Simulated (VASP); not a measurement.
Output of a VASP run:

### OSZICAR
```
       N       E                     dE             d eps       ncg     rms          rms(c)
DAV:   1     0.558244691200E+02    0.55824E+02   -0.43882E+03  6536   0.376E+02
DAV:   2    -0.959036818700E+01   -0.65415E+02   -0.62604E+02  8382   0.135E+02
DAV:   3    -0.109912230411E+02   -0.14009E+01   -0.13953E+01  7926   0.173E+01
DAV:   4    -0.109929257836E+02   -0.17027E-02   -0.17026E-02  7814   0.647E-01
DAV:   5    -0.109929273507E+02   -0.15671E-05   -0.15671E-05  7765   0.184E-02    0.424E+00
DAV:   6    -0.105160846961E+02    0.47684E+00   -0.16079E+00  7431   0.408E+00    0.130E+00
DAV:   7    -0.105052880106E+02    0.10797E-01   -0.89673E-03  8298   0.450E-01    0.770E-01
DAV:   8    -0.105002573087E+02    0.50307E-02   -0.60967E-03  8984   0.412E-01    0.811E-02
DAV:   9    -0.105002546729E+02    0.26358E-05   -0.32464E-04  7630   0.899E-02    0.326E-02
DAV:  10    -0.105002620242E+02   -0.73513E-05   -0.29266E-05  7944   0.212E-02    0.235E-03
DAV:  11    -0.105002619992E+02    0.25011E-07   -0.70088E-07  8152   0.417E-03
   1 F= -.10500262E+02 E0= -.10500262E+02  d E =-.911298E-44
 imaginary and real dielectric function
```

**OUTCAR**
```
------------------------ aborting loop because EDIFF is reached ----------------------------------------
  FORCE on cell =-STRESS in cart. coord.  units (eV):
  Direction    XX          YY          ZZ          XY          YZ          ZX
  --------------------------------------------------------------------------------------
  Total        0.0028804      0.0028804      0.0028804      0.0000000     -0.0000000     -0.0000000
  in kB        0.3098912      0.3098912      0.3098912      0.0000000     -0.0000000     -0.0000000
  external PRESSURE =       0.3098912 kB  Pullay stress =       0.0000000 kB
  volume of cell :       14.89
      direct lattice vectors                 reciprocal lattice vectors
     0.000000000  1.952720781  1.952720781    -0.256052993  0.256052993  0.256052993
     1.952720781  0.000000000  1.952720781     0.256052993 -0.256052993  0.256052993
     1.952720781  1.952720781  0.000000000     0.256052993  0.256052993 -0.256052993
  FREE ENERGIE OF THE ION-ELECTRON SYSTEM (eV)
  ---------------------------------------------------
  free  energy   TOTEN  =       -10.5002619992 eV

  energy  without entropy=      -10.5002619992  energy(sigma->0) =      -10.50026200

 plasma frequency squared (from intraband transitions) (eV^2)
  --------------------------------------------------------------------------------------
       0.000      -0.000       0.000
      -0.000       0.000      -0.000
       0.000      -0.000       0.000

 plasma frequency squared (from interband transitions, int dw w eps(2)(w)) (eV^2)
  --------------------------------------------------------------------------------------
     649.959       0.000      -0.000       0.000      -0.000       0.000
      -0.000      -0.000     649.959       0.000       0.000       0.000
      -0.000      -0.000       0.000      -0.000     649.959       0.000
```
(Selected blocks of OUTCAR.)

### POSCAR
```
LiF
1
    0.0000000000     1.9527207814     1.9527207814
    1.9527207814     0.0000000000     1.9527207814
    1.9527207814     1.9527207814     0.0000000000
Li F
1 1
Direct
  0.0000000000   0.0000000000   0.0000000000
  0.5000000000   0.5000000000   0.5000000000
```

**Question.** Write an INCAR and KPOINTS that could have produced this output.

**Answer.** One answer among several that fit: the input of the run itself, LDA (Ceperley-Alder, Perdew-Zunger), plane waves, VASP's LDA PAW potentials (set 64).

**INCAR**
```
SYSTEM  =  LiF
PREC  =  Accurate; ENCUT  =  520; LREAL  =  .FALSE.
LASPH  =  .TRUE.; NBANDS  =  27
EDIFF  =  1E-7; NELM  =  100; ALGO  =  Normal
ISMEAR  =  0; SIGMA  =  0.01
LWAVE  =  .FALSE.; LCHARG  =  .FALSE.; NEDOS  =  1001
LOPTICS  =  .TRUE.; CSHIFT  =  0.1
```

KPOINTS:
```
K-points
0
gamma
 15 15 15
```

POTCAR, in this order: Li_sv F (LDA.64 set). Program: vasp_std.

The compound is LiF in the rock salt structure. It was relaxed first, which changed the volume by -9 %.
